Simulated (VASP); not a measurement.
```
Tc
1.0
    1.37000    -2.37291     0.00000
    1.37000     2.37291     0.00000
    0.00000     0.00000     4.39000
Tc
2
Cartesian
  1.37000   0.79097   1.09750
  1.37000  -0.79097   3.29250
```

These are AM05 GGA, VASP's PBE PAW potentials (set 64) (plane waves; VASP) values and carry that method's errors. Run with 520 eV cut-off, 14×14×8 Γ-centred mesh, first-order Methfessel-Paxton smearing of 0.10 eV, potentials Tc_pv.

Energy and stress use the plane-wave basis of the starting cell.

The ions, cell shape and volume are relaxed. Give the cell that the relaxation ends in.

```
Tc
1.0
    1.35757    -2.35138     0.00000
    1.35757     2.35138     0.00000
    0.00000     0.00000     4.35037
Tc
2
Direct
  0.33333   0.66667   0.25000
  0.66667   0.33333   0.75000
```
Space group P6_3/mmc (194), at a tolerance of 0.03 Å.

How do energy and volume change from the first to the last step?

The energy (σ→0) changes by -10.5 meV/atom and the volume by -2.7 %, in 4 ionic steps.

| step | E(σ→0) (eV) | max force (eV/Å) | pressure (GPa) | volume (Å³) |
|---|---|---|---|---|
| 1 | -22.0037 | 0.000 | -8.52 | 28.54 |
| 2 | -21.8050 | 0.000 | 33.86 | 25.52 |
| 3 | -22.0247 | 0.000 | -0.34 | 27.80 |
| 4 | -22.0247 | 0.000 | -0.02 | 27.77 |

The compound is Tc in the hcp structure. This run relaxes it. Symmetry was kept, so distortions that lower it aren't found.
